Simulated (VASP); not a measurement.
Crystal: PmSe.

```
CELL_PARAMETERS angstrom
0.00000 3.22319 3.22319
3.22319 0.00000 3.22319
3.22319 3.22319 0.00000
ATOMIC_POSITIONS crystal
Pm 0.00000 0.00000 0.00000
Se 0.25000 0.25000 0.25000
```

The cell comes from a database or a generator and needn't be the stable form of this composition.

Base run:

```yaml
Program: VASP 6.6.1
Functional: LDA
Potentials_or_basis: VASP PAW PBE potentials, release 64 (Pm, Se)
Cutoff: 520 eV
k_mesh: 5 × 5 × 5
Occupations: gaussian, width 0.05 eV
Spin: collinear spin, ferromagnetic start
Starting_moments: "[4.0, 0.0] μB"
Hubbard_terms: Pm f U = 4 eV
```

Its results: pressure 2.5 GPa; site moments Pm +4.48; Se -0.04 μB.

Question: The run is repeated on the same cell with these changes: fixed moment from none to 0 μB. What comes out?

Answer: Pressure 1.2 GPa; site moments Pm -0.47; Se +0.01 μB.

Caveats: the magnetic or orbital state may not be the lowest; the PAW data sets were made with another functional, which shifts forces and pressure a little; the moment is held away from its start (some runs); the total moment is fixed, so each spin has its own Fermi level (some runs).
